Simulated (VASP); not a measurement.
Input:

```
BaZrO3
1.0
    4.10447     0.00000     0.00000
    0.00000     4.10447     0.00000
    0.00000     0.00000     4.10447
Ba Zr O
1 1 3
Direct
  0.00000   0.00000   0.00000
  0.50000   0.50000   0.50000
  0.50000   0.00000   0.50000
  0.00000   0.50000   0.50000
  0.50000   0.50000   0.00000
```

Computed with PBEsol GGA, VASP's PBE PAW potentials (set 64) (plane waves; VASP 6.6.1). Run with 520 eV cut-off, 5×5×5 Γ-centred mesh, Gaussian smearing of 0.050 eV, potentials Ba_sv Zr_sv O.

### Question
Estimate the energy per atom (σ→0), pressure.

### Answer

```yaml
energy per atom (σ→0): -8.693 eV/atom
pressure: 11.64 GPa
```

Total energies compare only between runs with the same potentials, cut-off and functional.

The compound is BaZrO3 in the cubic perovskite structure. This cell is one point of a volume scan, at 0.94 of the reference volume.
